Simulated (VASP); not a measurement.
An input for Ansatz (written as the equivalent of a VASP run, and not itself run):

Ansatz 0.2 input:
```yaml
crystal:
  lattice:
    - [0.0000000, 2.1805164, 2.1805164]
    - [2.1805164, 0.0000000, 2.1805164]
    - [2.1805164, 2.1805164, 0.0000000]
  atoms:
    - { symbol: Ti, position: [0.0000000, 0.0000000, 0.0000000] }
    - { symbol: C, position: [0.5000000, 0.5000000, 0.5000000] }
kpoints:
  mp_grid: { grid: [13, 13, 13] }
hamiltonian:
  xc: rpbe
  pseudopotentials: { kind: paw }
scf:
  occupations: { method: methfessel_paxton, width: 0.1 }
  max_iter: 100
relax:
  max_steps: 60
  f_tol: 0.01
  cell: {}
output: { forces: true, stress: true, eigenvalues: true }
```

Write the VASP files for the same calculation (RPBE).

This is not unique; one that fits is 
INCAR:
```
ALGO = Normal
EDIFF = 1E-6
EDIFFG = -0.01
ENCUT = 520
GGA = RP
IBRION = 2
ISIF = 3
ISMEAR = 1
LASPH = T
LCHARG = F
LMAXMIX = 4
LREAL = F
LWAVE = F
NELM = 100
NSW = 60
PREC = Accurate
SIGMA = 0.1
SYSTEM = TiC
```

**POSCAR**
```
TiC
1.0
  0.0000000000   2.1805163563   2.1805163563
  2.1805163563   0.0000000000   2.1805163563
  2.1805163563   2.1805163563   0.0000000000
Ti C
1 1
Cart
  0.0000000000   0.0000000000   0.0000000000
  2.1805163563   2.1805163563   2.1805163563
```

KPOINTS:
```
Automatic mesh
0
Gamma
13 13 13
0 0 0
```

POTCAR, in this order: Ti_sv C (PBE.64 set). Program: vasp_std.

What does not carry over: each code has its own PAW files, so the cut-off isn't converted (ENCUT is set for VASP's; basis.ecutwfc is left out, and Ansatz then takes the one that its files recommend); Ansatz stops its SCF on the density residual and VASP on the energy change (EDIFF).

The compound is TiC in the rock salt structure. It was relaxed first. The start is the result of an earlier pass.
